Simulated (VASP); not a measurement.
Method: optB88-vdW, VASP's PBE PAW potentials (set 64) (plane waves; VASP).

A VASP calculation is set up with these files.

**KPOINTS**
```
k-points along high-symmetry lines
15
Line-mode
Reciprocal
  0.000000   0.000000   0.000000 ! GAMMA
 -0.500000  -0.500000   0.000000 ! X

 -0.500000  -0.500000   0.000000 ! X
 -0.375000  -0.375000   0.250000 ! U

 -0.375000  -0.000000   0.375000 ! K
  0.000000   0.000000   0.000000 ! GAMMA

  0.000000   0.000000   0.000000 ! GAMMA
 -0.000000   0.000000   0.500000 ! L

 -0.000000   0.000000   0.500000 ! L
 -0.500000  -0.250000   0.250000 ! W

 -0.500000  -0.250000   0.250000 ! W
 -0.500000  -0.500000   0.000000 ! X
```

**INCAR**
```
SYSTEM=GaP
PREC=Accurate; ENCUT=520; LREAL=.False.
LASPH=.True.; ICHARG=11
EDIFF=1E-7; NELM=100; ALGO=Normal
LMAXMIX=4
ISMEAR=0; SIGMA=0.05
GGA=BO; LUSE_VDW=.True.; AGGAC=0.0
PARAM1=0.1833333333; PARAM2=0.22
LWAVE=.False.; LCHARG=.False.; LORBIT=11
```

POSCAR:
```
GaP
1
    0.0000000000     2.7493589019     2.7493589019
    2.7493589019     0.0000000000     2.7493589019
    2.7493589019     2.7493589019     0.0000000000
Ga P
1 1
Direct
  0.0000000000   0.0000000000   0.0000000000
  0.2500000000   0.2500000000   0.2500000000
```

POTCAR, in this order: Ga_d P (PBE.64 set). Program: vasp_std. Read from the step before: CHGCAR.

The run wrote:

File OSZICAR:
```
       N       E                     dE             d eps       ncg     rms          rms(c)
DAV:   1     0.868525861256E+02    0.86853E+02   -0.93845E+03  2356   0.197E+03
DAV:   2     0.382647499463E+01   -0.83026E+02   -0.79613E+02  2598   0.339E+02
DAV:   3    -0.267861276015E+01   -0.65051E+01   -0.63883E+01  2895   0.757E+01
DAV:   4    -0.280596913112E+01   -0.12736E+00   -0.12724E+00  2878   0.114E+01
DAV:   5    -0.280905624051E+01   -0.30871E-02   -0.30868E-02  2974   0.147E+00
DAV:   6    -0.280921321279E+01   -0.15697E-03   -0.15697E-03  3331   0.292E-01
DAV:   7    -0.280921513201E+01   -0.19192E-05   -0.19192E-05  3080   0.275E-02
DAV:   8    -0.280921516951E+01   -0.37498E-07   -0.37490E-07  2519   0.383E-03
   1 F= -.28092152E+01 E0= -.28092152E+01  d E =-.457337E-12
```

OUTCAR:
```
 val. band max:        4.2663824652   @ k =   0.0000   0.0000   0.0000

 cond. band min:       5.7584514468   @ k =   0.0000   0.0000   0.0000



 k-point     1 :       0.0000    0.0000    0.0000
  band No.  band energies     occupation
      1     -10.3825      2.00000
      2     -10.3825      2.00000
      3     -10.3825      2.00000
      4     -10.2924      2.00000
      5     -10.2924      2.00000
      6      -8.0267      2.00000
      7       4.2664      2.00000
      8       4.2664      2.00000
      9       4.2664      2.00000
     10       5.7585      0.00000
     11       8.1725      0.00000
     12       8.1725      0.00000
     13       8.1725      0.00000

 k-point     2 :      -0.0357   -0.0357    0.0000
  band No.  band energies     occupation
      1     -10.3841      2.00000
      2     -10.3818      2.00000
      3     -10.3818      2.00000
      4     -10.2927      2.00000
      5     -10.2922      2.00000
      6      -8.0054      2.00000
      7       4.0296      2.00000
      8       4.2040      2.00000
      9       4.2040      2.00000
     10       5.9869      0.00000
     11       8.1102      0.00000
     12       8.2587      0.00000
     13       8.2587      0.00000

 k-point     3 :      -0.0714   -0.0714    0.0000
  band No.  band energies     occupation
      1     -10.3890      2.00000
      2     -10.3797      2.00000
      3     -10.3797      2.00000
      4     -10.2935      2.00000
      5     -10.2915      2.00000
      6      -7.9416      2.00000
      7       3.5324      2.00000
      8       4.0330      2.00000
      9       4.0330      2.00000
     10       6.4492      0.00000
     11       7.9464      0.00000
     12       8.5012      0.00000
     13       8.5012      0.00000

 k-point     4 :      -0.1071   -0.1071    0.0000
  band No.  band energies     occupation
      1     -10.3965      2.00000
      2     -10.3764      2.00000
      3     -10.3764      2.00000
      4     -10.2950      2.00000
...
```

The density is held fixed in this step, so its total energy and stress have no physical meaning.

The compound is GaP in the zinc blende structure. It was relaxed first.
